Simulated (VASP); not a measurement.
Input:

```
AgPd
1.0
    2.78057     0.00000     0.00000
   -1.39029     2.40805     0.00000
    0.00000     0.00000     4.61278
Ag Pd
1 1
Direct
  0.00000   0.00000   0.50000
  0.66667   0.33333   0.00000
```

Method: PBEsol GGA, VASP's PBE PAW potentials (set 64) (plane waves; VASP 6.6.1). Run with 400 eV cut-off, Gaussian smearing of 0.050 eV, potentials Ag Pd.

### Question
Give the energies of bands 1 to 12 at the high-symmetry points, in eV from the Fermi level.

### Answer

```json
[
 {"band": "1", "Γ": "-7.57", "M": "-6.19", "K": "-5.33", "A": "-6.50", "L": "-6.11", "H": "-5.15"},
 {"band": "2", "Γ": "-5.98", "M": "-5.52", "K": "-4.92", "A": "-5.47", "L": "-5.85", "H": "-4.77"},
 {"band": "3", "Γ": "-4.41", "M": "-5.01", "K": "-4.55", "A": "-4.47", "L": "-4.93", "H": "-4.66"},
 {"band": "4", "Γ": "-4.41", "M": "-3.96", "K": "-4.54", "A": "-4.47", "L": "-4.17", "H": "-4.60"},
 {"band": "5", "Γ": "-3.46", "M": "-3.25", "K": "-4.50", "A": "-4.20", "L": "-3.55", "H": "-4.46"},
 {"band": "6", "Γ": "-3.29", "M": "-3.01", "K": "-2.76", "A": "-3.44", "L": "-2.35", "H": "-2.66"},
 {"band": "7", "Γ": "-3.29", "M": "-2.33", "K": "-2.27", "A": "-3.44", "L": "-1.99", "H": "-2.48"},
 {"band": "8", "Γ": "-2.34", "M": "-2.22", "K": "-1.61", "A": "-2.90", "L": "-1.38", "H": "-2.16"},
 {"band": "9", "Γ": "-2.34", "M": "-0.71", "K": "-1.25", "A": "-2.01", "L": "-0.82", "H": "-1.55"},
 {"band": "10", "Γ": "-0.69", "M": "0.17", "K": "-1.14", "A": "-2.01", "L": "0.17", "H": "-0.67"},
 {"band": "11", "Γ": "-0.69", "M": "1.49", "K": "4.76", "A": "-0.76", "L": "1.47", "H": "5.25"},
 {"band": "12", "Γ": "0.24", "M": "3.48", "K": "4.93", "A": "-0.76", "L": "2.16", "H": "6.38"}
]
```

It has no gap at this level: it comes out as a metal or semimetal.

The structure comes from a computed database's AgPd entry (P-6m2); how it stands against other phases isn't given here. It was relaxed first. The electron count is odd and the run is not spin-polarised, which forces a metal.
